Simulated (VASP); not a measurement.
TaC (rock salt): the bulk modulus from VASP (plane waves, PAW) at several levels of theory. Static lattice, third-order Birch-Murnaghan fit over five volumes.

```tsv
level	bulk modulus (GPa)
LDA	358
PBE	324
PBEsol	344
revPBE	315
PW91	322
PBE-D3 (zero damping)	338
optB86b-vdW	332
vdW-DF2	283
vdW-DF-cx	339
```

The cell of the LDA run:

```cif
data_CTa
_chemical_formula_sum 'Ta1 C1'
_space_group_name_H-M_alt 'P 1'
_space_group_IT_number 1
_cell_length_a 3.12661
_cell_length_b 3.12661
_cell_length_c 3.12661
_cell_angle_alpha 60.000
_cell_angle_beta 60.000
_cell_angle_gamma 60.000
loop_
_space_group_symop_operation_xyz
  'x, y, z'
loop_
_atom_site_label
_atom_site_type_symbol
_atom_site_fract_x
_atom_site_fract_y
_atom_site_fract_z
_atom_site_occupancy
Ta1 Ta 0.00000 0.00000 0.00000 1
C1 C 0.50000 0.50000 0.50000 1
```

Only levels that ran to the end are used. Left out are those held back, those with too coarse a band path, GW runs whose mesh misses a band edge, hybrids' fits of cells that aren't cubic and levels without matching references; a question may draw on a part of the rest.

The compound is TaC in the rock salt structure.
